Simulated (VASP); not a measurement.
Output of a VASP run:

OUTCAR:
```
 ion  position               nearest neighbor table
   1  0.000  0.000  0.000-
  LATTYP: Found a face centered cubic cell.
 ALAT       =     3.8760000000
 Subroutine PRICEL returns:
 Original cell was already a primitive cell.
 Subroutine GETGRP returns: Found 48 space group operations
The static configuration has the point symmetry O_h .
The dynamic configuration has the point symmetry O_h .
 Subroutine INISYM returns: Found 48 space group operations
 Subroutine IBZKPT returns following result:
 Found     72 irreducible k-points:

 Following reciprocal coordinates:
            Coordinates               Weight
  0.000000  0.000000  0.000000      1.000000
  0.083333  0.000000  0.000000      8.000000
  0.166667  0.000000  0.000000      8.000000
  0.250000  0.000000  0.000000      8.000000
  0.333333  0.000000  0.000000      8.000000
  0.416667  0.000000  0.000000      8.000000
  0.500000  0.000000  0.000000      4.000000
  0.083333  0.083333  0.000000      6.000000
  0.166667  0.083333  0.000000     24.000000
  0.250000  0.083333  0.000000     24.000000
  0.333333  0.083333  0.000000     24.000000
  0.416667  0.083333  0.000000     24.000000
  0.500000  0.083333  0.000000     24.000000
 -0.416667  0.083333  0.000000     24.000000
 -0.333333  0.083333  0.000000     24.000000
 -0.250000  0.083333  0.000000     24.000000
 -0.166667  0.083333  0.000000     24.000000
 -0.083333  0.083333  0.000000     12.000000
  0.166667  0.166667  0.000000      6.000000
  0.250000  0.166667  0.000000     24.000000
  0.333333  0.166667  0.000000     24.000000
  0.416667  0.166667  0.000000     24.000000
  0.500000  0.166667  0.000000     24.000000
 -0.416667  0.166667  0.000000     24.000000
 -0.333333  0.166667  0.000000     24.000000
 -0.250000  0.166667  0.000000     24.000000
 -0.166667  0.166667  0.000000     12.000000
  0.250000  0.250000  0.000000      6.000000
  0.333333  0.250000  0.000000     24.000000
  0.416667  0.250000  0.000000     24.000000
  0.500000  0.250000  0.000000     24.000000
 -0.416667  0.250000  0.000000     24.000000
 -0.333333  0.250000  0.000000     24.000000
 -0.250000  0.250000  0.000000     12.000000
  0.333333  0.333333  0.000000      6.000000
  0.416667  0.333333  0.000000     24.000000
  0.500000  0.333333  0.000000     24.000000
 -0.416667  0.333333  0.000000     24.000000
 -0.333333  0.333333  0.000000     12.000000
  0.416667  0.416667  0.000000      6.000000
   k-points           NKPTS =     72   k-points in BZ     NKDIM =     72   number of bands    NBANDS=     11
   number of dos      NEDOS =    301   number of ions     NIONS =      1
   total plane-waves  NPLWV =   5832
   dimension x,y,z NGX =    18 NGY =   18 NGZ =   18
   dimension x,y,z NGXF=    36 NGYF=   36 NGZF=   36
   ions per type =               1
   PREC   = accura    normal or accurate (medium, high low for compatibility)
   ISTART =      0    job   : 0-new  1-cont  2-samecut
   ICHARG =      2    charge: 1-file 2-atom 10-const
   ISPIN  =      1    spin polarized calculation?
   LNONCOLLINEAR =      F non collinear calculations
   LSORBIT =      F    spin-orbit coupling
   INIWAV =      1    electr: 0-lowe 1-rand  2-diag
   ENCUT  =  400.0 eV  29.40 Ry    5.42 a.u.   4.47  4.47  4.47*2*pi/ulx,y,z
   NELM   =    100;   NELMIN=  2; NELMDL= -5     # of ELM steps
   EDIFF  = 0.1E-05   stopping-criterion for ELM
   LREAL  =      F    real-space projection
   NLSPLINE    = F    spline interpolate recip. space projectors
   LMAXMIX     =    4 max onsite mixed and CHGCAR
   VOSKOWN=      0    Vosko Wilk Nusair interpolation
   EDIFFG = 0.1E-04   stopping-criterion for IOM
   NSW    =      0    number of steps for IOM
   NBLOCK =      1;   KBLOCK =      1    inner block; outer block
   IBRION =     -1    ionic relax: 0-MD 1-quasi-New 2-CG
   NFREE  =      0    steps in history (QN), initial steepest desc. (CG)
...
```

OSZICAR:
```
       N       E                     dE             d eps       ncg     rms          rms(c)
DAV:   1     0.957976720064E+02    0.95798E+02   -0.84734E+03  1600   0.121E+03
DAV:   2    -0.649345151929E+01   -0.10229E+03   -0.97770E+02  1656   0.341E+02
DAV:   3    -0.775279585215E+01   -0.12593E+01   -0.12544E+01  1845   0.429E+01
DAV:   4    -0.776057869033E+01   -0.77828E-02   -0.77823E-02  1724   0.355E+00
DAV:   5    -0.776070215519E+01   -0.12346E-03   -0.12346E-03  1834   0.409E-01    0.877E+00
DAV:   6    -0.726224067620E+01    0.49846E+00   -0.12401E+00  1638   0.163E+01    0.288E+00
DAV:   7    -0.724882276464E+01    0.13418E-01   -0.15871E-02  1749   0.149E+00    0.148E+00
DAV:   8    -0.724534860642E+01    0.34742E-02   -0.28227E-03  1659   0.830E-01    0.131E-01
DAV:   9    -0.724527731375E+01    0.71293E-04   -0.53745E-05  1803   0.112E-01    0.131E-02
DAV:  10    -0.724528071048E+01   -0.33967E-05   -0.33179E-06  1755   0.260E-02    0.183E-03
DAV:  11    -0.724528076139E+01   -0.50904E-07   -0.14292E-07   897   0.538E-03
   1 F= -.72452808E+01 E0= -.72455113E+01  d E =0.691647E-03
```

**OUTCAR**
```
------------------------ aborting loop because EDIFF is reached ----------------------------------------
  FORCE on cell =-STRESS in cart. coord.  units (eV):
  Direction    XX          YY          ZZ          XY          YZ          ZX
  --------------------------------------------------------------------------------------
  Total       -0.8938771     -0.8938771     -0.8938771      0.0000000     -0.0000000      0.0000000
  in kB      -98.3777981    -98.3777981    -98.3777981      0.0000000     -0.0000000      0.0000000
  external PRESSURE =     -98.3777981 kB  Pullay stress =       0.0000000 kB
  volume of cell :       14.56
      direct lattice vectors                 reciprocal lattice vectors
     0.000000000  1.938000000  1.938000000    -0.257997936  0.257997936  0.257997936
     1.938000000  0.000000000  1.938000000     0.257997936 -0.257997936  0.257997936
     1.938000000  1.938000000  0.000000000     0.257997936  0.257997936 -0.257997936
 POSITION                                       TOTAL-FORCE (eV/Angst)
 -----------------------------------------------------------------------------------
      0.00000      0.00000      0.00000        -0.000000      0.000000      0.000000
 -----------------------------------------------------------------------------------
    total drift:                                0.000000     -0.000000      0.000000
  FREE ENERGIE OF THE ION-ELECTRON SYSTEM (eV)
  ---------------------------------------------------
  free  energy   TOTEN  =        -7.2452807614 eV

  energy  without entropy=       -7.2459724082  energy(sigma->0) =       -7.24551131
```
(Selected blocks of OUTCAR.)

**POSCAR**
```
Rh
1
    0.0000000000     1.9380000000     1.9380000000
    1.9380000000     0.0000000000     1.9380000000
    1.9380000000     1.9380000000     0.0000000000
Rh
1
Direct
  0.0000000000   0.0000000000   0.0000000000
```

### Question
Reconstruct the remaining input files.

### Answer
This is not unique; one that fits is the input of the run itself, PBE GGA, plane waves, VASP's PBE PAW potentials (set 64).

### INCAR
```
SYSTEM=Rh
PREC=Accurate; ENCUT=400; LREAL=F
LASPH=T
EDIFF=1E-6; NELM=100; ALGO=Normal
LMAXMIX=4
ISMEAR=1; SIGMA=0.1
GGA=PE
ISIF=2
LWAVE=F; LCHARG=F
```

KPOINTS:
```
Automatic mesh
0
Gamma
12 12 12
0 0 0
```

POTCAR, in this order: Rh_pv (PBE.64 set). Program: vasp_std.

The compound is Rh in the fcc structure. The cell was not relaxed at this level.
